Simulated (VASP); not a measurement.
# CdAg in VASP: further runs

The runs below take CdAg through single point, with PBEsol+U.

All numbers are computed with VASP 6.6.1; they aren't measurements. Logs are shortened: lines on timing, memory, paths and dates and some standing lists are left out, and cuts for length are marked.

## 1. The structure

The cell holds a sheet with vacuum, 2 atoms: a = 3.906 Å, b = 3.906 Å, c = 23.800 Å, α = 90.00°, β = 90.00°, γ = 90.00°.

The cell was built by a generator and needn't be a form met in nature.

## 2. Single point, PBEsol+U

File INCAR:

```
  PREC = Accurate
  ENCUT = 520
  EDIFF = 1E-6
  ISMEAR = -1
  SIGMA = 0.05
  LREAL = F
  LASPH = T
  NELM = 100
  ALGO = Fast
  ISIF = 2
  LWAVE = F
  LCHARG = F
  LMAXMIX = 4
  LDAU = T
  LDAUTYPE = 2
  LDAUL = -1 2
  LDAUU = 0 2
  LDAUJ = 0 0
  LDAUPRINT = 1
  LDIPOL = T
  IDIPOL = 3
  DIPOL = 0.5 0.5 0.294
  GGA = PS
  NBANDS = 18
```

File KPOINTS:

```
regular mesh
0
Gamma
  7 7 1
```

File POSCAR:

```
CdAg
1.0
    3.9055300000      0.0000000000      0.0000000000
    0.0000000000      3.9055300000      0.0000000000
    0.0000000000      0.0000000000     23.8000000000
Cd Ag
1 1
Direct
    0.0000000000      0.0000000000      0.2941200000
    0.5000000000      0.5000000000      0.2941200000
```

Potentials or basis: VASP PAW PBE potentials, release 64 (Cd, Ag).

Launch:

```bash
$ cat potpaw_PBE.64/Cd/POTCAR potpaw_PBE.64/Ag/POTCAR > POTCAR
$ mpirun -np 1 vasp_std > vasp.out
```

OUTCAR:

```text
PREC = Accurate
   ENCUT = 520
   EDIFF = 1E-6
   ISMEAR = -1
   LREAL = F
   LASPH = T
   NELM = 100
   ISIF = 2
   GGA = PS

 ion  position               nearest neighbor table
   1  0.000  0.000  0.294-   2 2.76   2 2.76   2 2.76   2 2.76
   2  0.500  0.500  0.294-   1 2.76   1 2.76   1 2.76   1 2.76

  LATTYP: Found a simple tetragonal cell.
 ALAT       =     3.9055300000
 C/A-ratio  =     6.0939232319

  Lattice vectors:

 A1 = (   3.9055300000,   0.0000000000,   0.0000000000)
 A2 = (   0.0000000000,   3.9055300000,   0.0000000000)
 A3 = (   0.0000000000,   0.0000000000,  23.8000000000)

Analysis of symmetry for initial positions (statically):
=====================================================================
 Subroutine PRICEL returns:
 Original cell was already a primitive cell.

 Routine SETGRP: Setting up the symmetry group for a
 simple tetragonal supercell.

 Subroutine GETGRP returns: Found 16 space group operations
 (whereof  8 operations were pure point group operations)
 out of a pool of 16 trial point group operations.

The static configuration has the point symmetry C_4v.
 The point group associated with its full space group is D_4h.

Analysis of symmetry for dynamics (positions and initial velocities):
=====================================================================
 Subroutine PRICEL returns:
 Original cell was already a primitive cell.

 Routine SETGRP: Setting up the symmetry group for a
 simple tetragonal supercell.

 Subroutine GETGRP returns: Found 16 space group operations
 (whereof  8 operations were pure point group operations)
 out of a pool of 16 trial point group operations.

The dynamic configuration has the point symmetry C_4v.
 The point group associated with its full space group is D_4h.

 Subroutine INISYM returns: Found 16 space group operations
 (whereof  8 operations are pure point group operations),
 and found     1 'primitive' translations

----------------------------------------------------------------------------------------
[... 139 lines left out ...]
  0.0000  0.0000  0.9393 -0.0000  0.0000
  0.0000  0.0000 -0.0000  0.9337  0.0000
  0.0000 -0.0000  0.0000  0.0000  0.9342

 occupancies and eigenvectors

  o =  0.9072  v =  1.0000  0.0000  0.0000  0.0000  0.0000  0.0000  0.0000  0.0000  0.0000  0.0000      0.0000  0.0000  0.0000  0.0000  0.0000  0.0000  0.0000  0.0000  0.0000  0.0000
  o =  0.9072  v =  0.0000  0.0000  0.0000  0.0000  0.0000  1.0000  0.0000  0.0000  0.0000  0.0000      0.0000  0.0000  0.0000  0.0000  0.0000  0.0000  0.0000  0.0000  0.0000  0.0000
  o =  0.9337  v =  0.0000 -0.2173  0.0000  0.9761  0.0000  0.0000  0.0000  0.0000  0.0000  0.0000      0.0000  0.0000  0.0000  0.0000  0.0000  0.0000  0.0000  0.0000  0.0000  0.0000
  o =  0.9337  v =  0.0000  0.0000  0.0000  0.0000  0.0000  0.0000 -0.2173  0.0000  0.9761  0.0000      0.0000  0.0000  0.0000  0.0000  0.0000  0.0000  0.0000  0.0000  0.0000  0.0000
  o =  0.9337  v =  0.0000  0.0000  0.0000  0.0000  0.0000  0.0000 -0.9761 -0.0000 -0.2173  0.0000      0.0000  0.0000  0.0000  0.0000  0.0000  0.0000  0.0000  0.0000  0.0000  0.0000
  o =  0.9337  v =  0.0000 -0.9761 -0.0000 -0.2173  0.0000  0.0000  0.0000  0.0000  0.0000  0.0000      0.0000  0.0000  0.0000  0.0000  0.0000  0.0000  0.0000  0.0000  0.0000  0.0000
  o =  0.9342  v =  0.0000  0.0000  0.0000  0.0000  0.0000  0.0000  0.0000 -0.0000  0.0000  1.0000      0.0000  0.0000  0.0000  0.0000  0.0000  0.0000  0.0000  0.0000  0.0000  0.0000
  o =  0.9342  v =  0.0000  0.0000 -0.0000  0.0000  1.0000  0.0000  0.0000  0.0000  0.0000  0.0000      0.0000  0.0000  0.0000  0.0000  0.0000  0.0000  0.0000  0.0000  0.0000  0.0000
  o =  0.9393  v =  0.0000  0.0000  0.0000  0.0000  0.0000  0.0000  0.0000 -1.0000  0.0000 -0.0000      0.0000  0.0000  0.0000  0.0000  0.0000  0.0000  0.0000  0.0000  0.0000  0.0000
  o =  0.9393  v =  0.0000  0.0000 -1.0000  0.0000 -0.0000  0.0000  0.0000  0.0000  0.0000  0.0000      0.0000  0.0000  0.0000  0.0000  0.0000  0.0000  0.0000  0.0000  0.0000  0.0000

 number of electron      23.0000016 magnetization

 dipolmoment           0.000000      0.000000      0.000003 electrons x Angstroem

 Free energy of the ion-electron system (eV)
  ---------------------------------------------------
  ext. energy  EPLUGINS =         0.00000000
  ---------------------------------------------------
  free energy    TOTEN  =        -2.56061073 eV

  energy without entropy =       -2.55141242  energy(sigma->0) =       -2.55601158

 E-fermi :  -2.6498     XC(G=0):  -1.8867

 val. band max:       -2.7067914491   @ k =   0.4286   0.4286   0.0000
 cond. band min:      -2.5463943032   @ k =   0.2857   0.0000   0.0000
 fundamental gap:      0.1603971460
 Fermi energy:        -2.6498200632

 k-point     1 :       0.0000    0.0000    0.0000
  band No.  band energies     occupation
      1     -11.8208      2.00000
      2     -11.7086      2.00000
      3     -11.6810      2.00000
      4     -11.3742      2.00000
      5     -11.3742      2.00000
      6      -8.7919      2.00000
[... 187 lines left out ...]
      5     -11.1971      2.00000
      6      -8.5052      2.00000
[... 10 lines left out ...]
     17       4.1355      0.00000
     18       4.1765      0.00000

------------------------ aborting loop because EDIFF is reached ----------------------------------------

 vacuum level on the upper side and lower side of the slab       (xc-potential included)        -0.006        -0.006

  FORCE on cell =-STRESS in cart. coord.  units (eV):
  Direction    XX          YY          ZZ          XY          YZ          ZX
  --------------------------------------------------------------------------------------
  -------------------------------------------------------------------------------------
  Total       -1.4685809     -1.4685809     -0.0179719      0.0000000      0.0000000      0.0000000
  in kB       -6.4814404     -6.4814404     -0.0793172      0.0000000      0.0000000      0.0000000
  external PRESSURE =      -4.3473994 kB  Pullay stress =       0.0000000 kB

 VOLUME and BASIS-vectors are now :
 -----------------------------------------------------------------------------
  energy-cutoff  :      520.00
  volume of cell :      363.03
      direct lattice vectors                 reciprocal lattice vectors
     3.905530000  0.000000000  0.000000000     0.256047195  0.000000000  0.000000000
     0.000000000  3.905530000  0.000000000     0.000000000  0.256047195  0.000000000
     0.000000000  0.000000000 23.800000000     0.000000000  0.000000000  0.042016807

 POSITION                                       TOTAL-FORCE (eV/Angst)
 -----------------------------------------------------------------------------------
      0.00000      0.00000      7.00006         0.000000      0.000000      0.000000
      1.95277      1.95277      7.00006         0.000000     -0.000000      0.000000
 -----------------------------------------------------------------------------------
    total drift:                                0.000000      0.000000     -0.000074

  FREE ENERGIE OF THE ION-ELECTRON SYSTEM (eV)
  ---------------------------------------------------
  free  energy   TOTEN  =        -2.5606107323 eV

  energy  without entropy=       -2.5514124181  energy(sigma->0) =       -2.55601158

 vacuum level on the upper side and lower side of the slab         0.954         0.954
```

stdout:

```text
POSCAR found type information on POSCAR CdAg
 POSCAR found :  2 types and       2 ions
 scaLAPACK will be used
 -----------------------------------------------------------------------------
|                                                                             |
|                                                                             |
|     You enforced a specific xc type in the INCAR file but a different       |
|     I HOPE YOU KNOW WHAT YOU ARE DOING!                                     |
|                                                                             |
 -----------------------------------------------------------------------------

 LDA part: xc-table for (Slater+PW92), standard interpolation
 POSCAR, INCAR and KPOINTS ok, starting setup
 FFT: planning ... GRIDC
 FFT: planning ... GRID_SOFT
 FFT: planning ... GRID
 WAVECAR not read
 entering main loop
```

It took 58 s on 1 thread of AMD EPYC 9R45 (Zen 5), shared host; peak memory 0.39 GiB.

What came out:

```yaml
Free_energy: -2.5606 eV
Band_gap_on_the_k_mesh: none (metal or under the smearing width)
```

Eigenvalues of the final occupation matrices:
```
    site  spin  trace               eigenvalues
site 2 d     1   4.65  0.91 0.93 0.93 0.93 0.94
site 2 d     2   4.65  0.91 0.93 0.93 0.93 0.94
```

Caveat: the PAW data sets were made with another functional, which shifts forces and pressure a little; U without spin polarisation on a metal has little footing; the U is typed as a test and isn't derived for this compound.

## 3. Single point, PBEsol+U

Edit INCAR of step 2 so:

```diff
@@ -16,3 +16,3 @@
   LDAUL = -1 2
-  LDAUU = 0 2
+  LDAUU = 0 3
   LDAUJ = 0 0
```

KPOINTS is that of step 2.

POSCAR is that of step 2.

Potentials or basis: VASP PAW PBE potentials, release 64 (Cd, Ag).

Launch:

```bash
$ cat potpaw_PBE.64/Cd/POTCAR potpaw_PBE.64/Ag/POTCAR > POTCAR
$ mpirun -np 1 vasp_std > vasp.out
```

OUTCAR:

```text
PREC = Accurate
   ENCUT = 520
   EDIFF = 1E-6
   ISMEAR = -1
   LREAL = F
   LASPH = T
   NELM = 100
   ISIF = 2
   GGA = PS

 ion  position               nearest neighbor table
   1  0.000  0.000  0.294-   2 2.76   2 2.76   2 2.76   2 2.76
   2  0.500  0.500  0.294-   1 2.76   1 2.76   1 2.76   1 2.76

  LATTYP: Found a simple tetragonal cell.
 ALAT       =     3.9055300000
 C/A-ratio  =     6.0939232319

  Lattice vectors:

 A1 = (   3.9055300000,   0.0000000000,   0.0000000000)
 A2 = (   0.0000000000,   3.9055300000,   0.0000000000)
 A3 = (   0.0000000000,   0.0000000000,  23.8000000000)

Analysis of symmetry for initial positions (statically):
=====================================================================
 Subroutine PRICEL returns:
 Original cell was already a primitive cell.

 Routine SETGRP: Setting up the symmetry group for a
 simple tetragonal supercell.

 Subroutine GETGRP returns: Found 16 space group operations
 (whereof  8 operations were pure point group operations)
 out of a pool of 16 trial point group operations.

The static configuration has the point symmetry C_4v.
 The point group associated with its full space group is D_4h.

Analysis of symmetry for dynamics (positions and initial velocities):
=====================================================================
 Subroutine PRICEL returns:
 Original cell was already a primitive cell.

 Routine SETGRP: Setting up the symmetry group for a
 simple tetragonal supercell.

 Subroutine GETGRP returns: Found 16 space group operations
 (whereof  8 operations were pure point group operations)
 out of a pool of 16 trial point group operations.

The dynamic configuration has the point symmetry C_4v.
 The point group associated with its full space group is D_4h.

 Subroutine INISYM returns: Found 16 space group operations
 (whereof  8 operations are pure point group operations),
 and found     1 'primitive' translations

----------------------------------------------------------------------------------------

                                     Primitive cell

  volume of cell :     363.0253

  direct lattice vectors                    reciprocal lattice vectors
     3.905530000  0.000000000  0.000000000     0.256047195  0.000000000  0.000000000
     0.000000000  3.905530000  0.000000000     0.000000000  0.256047195  0.000000000
     0.000000000  0.000000000 23.800000000     0.000000000  0.000000000  0.042016807

  length of vectors
     3.905530000  3.905530000 23.800000000     0.256047195  0.256047195  0.042016807

  position of ions in fractional coordinates (direct lattice)
     0.000000000  0.000000000  0.294120000
     0.500000000  0.500000000  0.294120000

  ion indices of the primitive-cell ions
   primitive index   ion index
                 1           1
                 2           2

----------------------------------------------------------------------------------------

 KPOINTS: regular mesh

Automatic generation of k-mesh.
 Grid dimensions read from file:
[... 76 lines left out ...]
   angular momentum for each species LDAUL =    -1    2
   U (eV)           for each species LDAUU =   0.0  3.0
   J (eV)           for each species LDAUJ =   0.0  0.0
   GGA     = PS    functional components
   LHFCALC =     F    Hartree Fock is set to
   AEXX    =    0.0000 exact exchange contribution
   IVDW    =     0    specifies the selected vdW correction
   LEPSILON=     F    determine dielectric tensor
   LRPA    =     F    only Hartree local field effects (RPA)
 non-spin polarized calculation
 RMM-DIIS sequential band-by-band and
  energy-cutoff  :      520.00
  volume of cell :      363.03
 maximum number of plane-waves:      9800
 NGX is ok and might be reduce to    30
   NGX = 15   NGY = 15   NGZ = 89

 dipolmoment           0.000000      0.000000     -0.000000 electrons x Angstroem

atom =   2  type =  2  l = 2

 onsite density matrix

spin component  1

  0.9136 -0.0000  0.0000  0.0000  0.0000
 -0.0000  0.9379 -0.0000  0.0000  0.0000
  0.0000 -0.0000  0.9434  0.0000 -0.0000
  0.0000  0.0000  0.0000  0.9379 -0.0000
  0.0000  0.0000 -0.0000 -0.0000  0.9388

spin component  2

  0.9136 -0.0000  0.0000  0.0000  0.0000
 -0.0000  0.9379 -0.0000  0.0000  0.0000
  0.0000 -0.0000  0.9434  0.0000 -0.0000
  0.0000  0.0000  0.0000  0.9379 -0.0000
  0.0000  0.0000 -0.0000 -0.0000  0.9388

 occupancies and eigenvectors

  o =  0.9136  v =  1.0000  0.0000  0.0000  0.0000  0.0000  0.0000  0.0000  0.0000  0.0000  0.0000      0.0000  0.0000  0.0000  0.0000  0.0000  0.0000  0.0000  0.0000  0.0000  0.0000
  o =  0.9136  v =  0.0000  0.0000  0.0000  0.0000  0.0000  1.0000  0.0000  0.0000  0.0000  0.0000      0.0000  0.0000  0.0000  0.0000  0.0000  0.0000  0.0000  0.0000  0.0000  0.0000
  o =  0.9379  v =  0.0000  0.6033 -0.0000  0.7975 -0.0000  0.0000  0.0000  0.0000  0.0000  0.0000      0.0000  0.0000  0.0000  0.0000  0.0000  0.0000  0.0000  0.0000  0.0000  0.0000
  o =  0.9379  v =  0.0000  0.0000  0.0000  0.0000  0.0000  0.0000  0.6033 -0.0000  0.7975 -0.0000      0.0000  0.0000  0.0000  0.0000  0.0000  0.0000  0.0000  0.0000  0.0000  0.0000
  o =  0.9379  v =  0.0000  0.0000  0.0000  0.0000  0.0000  0.0000  0.7975  0.0000 -0.6033 -0.0000      0.0000  0.0000  0.0000  0.0000  0.0000  0.0000  0.0000  0.0000  0.0000  0.0000
  o =  0.9379  v =  0.0000  0.7975  0.0000 -0.6033 -0.0000  0.0000  0.0000  0.0000  0.0000  0.0000      0.0000  0.0000  0.0000  0.0000  0.0000  0.0000  0.0000  0.0000  0.0000  0.0000
  o =  0.9388  v =  0.0000  0.0000  0.0000  0.0000  0.0000  0.0000 -0.0000 -0.0000  0.0000 -1.0000      0.0000  0.0000  0.0000  0.0000  0.0000  0.0000  0.0000  0.0000  0.0000  0.0000
  o =  0.9388  v =  0.0000 -0.0000 -0.0000  0.0000 -1.0000  0.0000  0.0000  0.0000  0.0000  0.0000      0.0000  0.0000  0.0000  0.0000  0.0000  0.0000  0.0000  0.0000  0.0000  0.0000
  o =  0.9434  v =  0.0000  0.0000  0.0000  0.0000  0.0000  0.0000 -0.0000 -1.0000 -0.0000  0.0000      0.0000  0.0000  0.0000  0.0000  0.0000  0.0000  0.0000  0.0000  0.0000  0.0000
  o =  0.9434  v =  0.0000 -0.0000 -1.0000 -0.0000  0.0000  0.0000  0.0000  0.0000  0.0000  0.0000      0.0000  0.0000  0.0000  0.0000  0.0000  0.0000  0.0000  0.0000  0.0000  0.0000

 number of electron      23.0000016 magnetization

 dipolmoment           0.000000      0.000000      0.000004 electrons x Angstroem

 Free energy of the ion-electron system (eV)
  ---------------------------------------------------
  ext. energy  EPLUGINS =         0.00000000
  ---------------------------------------------------
  free energy    TOTEN  =        -2.24418562 eV

  energy without entropy =       -2.23472263  energy(sigma->0) =       -2.23945412

 E-fermi :  -2.6240     XC(G=0):  -1.8884

 val. band max:       -2.6776609495   @ k =   0.4286   0.4286   0.0000
 cond. band min:      -2.5203254813   @ k =   0.2857   0.0000   0.0000
 fundamental gap:      0.1573354682
 Fermi energy:        -2.6239593333

 k-point     1 :       0.0000    0.0000    0.0000
  band No.  band energies     occupation
      1     -11.8504      2.00000
      2     -11.7247      2.00000
      3     -11.6844      2.00000
      4     -11.3736      2.00000
      5     -11.3736      2.00000
      6      -8.8662      2.00000
[... 187 lines left out ...]
      5     -11.1926      2.00000
      6      -8.7136      2.00000
[... 10 lines left out ...]
     17       4.1210      0.00000
     18       4.1723      0.00000

------------------------ aborting loop because EDIFF is reached ----------------------------------------

 vacuum level on the upper side and lower side of the slab       (xc-potential included)        -0.006        -0.006

  FORCE on cell =-STRESS in cart. coord.  units (eV):
  Direction    XX          YY          ZZ          XY          YZ          ZX
  --------------------------------------------------------------------------------------
  -------------------------------------------------------------------------------------
  Total       -1.4362667     -1.4362667     -0.0193705      0.0000000      0.0000000      0.0000000
  in kB       -6.3388251     -6.3388251     -0.0854899      0.0000000      0.0000000      0.0000000
  external PRESSURE =      -4.2543800 kB  Pullay stress =       0.0000000 kB

 VOLUME and BASIS-vectors are now :
 -----------------------------------------------------------------------------
  energy-cutoff  :      520.00
  volume of cell :      363.03
      direct lattice vectors                 reciprocal lattice vectors
     3.905530000  0.000000000  0.000000000     0.256047195  0.000000000  0.000000000
     0.000000000  3.905530000  0.000000000     0.000000000  0.256047195  0.000000000
     0.000000000  0.000000000 23.800000000     0.000000000  0.000000000  0.042016807

 POSITION                                       TOTAL-FORCE (eV/Angst)
 -----------------------------------------------------------------------------------
      0.00000      0.00000      7.00006         0.000000      0.000000      0.000000
      1.95277      1.95277      7.00006         0.000000     -0.000000      0.000000
 -----------------------------------------------------------------------------------
    total drift:                                0.000000      0.000000     -0.000057

  FREE ENERGIE OF THE ION-ELECTRON SYSTEM (eV)
  ---------------------------------------------------
  free  energy   TOTEN  =        -2.2441856202 eV

  energy  without entropy=       -2.2347226292  energy(sigma->0) =       -2.23945412

 vacuum level on the upper side and lower side of the slab         0.948         0.948
```

stdout:

```text
POSCAR found type information on POSCAR CdAg
 POSCAR found :  2 types and       2 ions
 scaLAPACK will be used
 -----------------------------------------------------------------------------
|                                                                             |
|                                                                             |
|     You enforced a specific xc type in the INCAR file but a different       |
|     I HOPE YOU KNOW WHAT YOU ARE DOING!                                     |
|                                                                             |
 -----------------------------------------------------------------------------

 LDA part: xc-table for (Slater+PW92), standard interpolation
 POSCAR, INCAR and KPOINTS ok, starting setup
 FFT: planning ... GRIDC
 FFT: planning ... GRID_SOFT
 FFT: planning ... GRID
 WAVECAR not read
 entering main loop
```

It took 61 s on 1 thread of AMD EPYC 9R45 (Zen 5), shared host; peak memory 0.4 GiB.

Results:

```yaml
Free_energy: -2.2442 eV
Band_gap_on_the_k_mesh: none (metal or under the smearing width)
```

Levels at points of the mesh, in eV from the Fermi level:
```tsv
k point	band 7	band 8	band 9	band 10	band 11	band 12	band 13	band 14	band 15	band 16
(0.00, 0.00, 0.00)	-5.28	-5.17	-5.17	-4.71	-4.64	-0.12	3.24	3.67	3.76	4.07
```

Eigenvalues of the final occupation matrices:
```csv
site,spin,trace,eigenvalues
site 2 d,1,4.67,0.91 0.94 0.94 0.94 0.94
site 2 d,2,4.67,0.91 0.94 0.94 0.94 0.94
```

Caveat: the PAW data sets were made with another functional, which shifts forces and pressure a little; U without spin polarisation on a metal has little footing; the U is typed as a test and isn't derived for this compound.

(Part 1 of 2 ends here.)
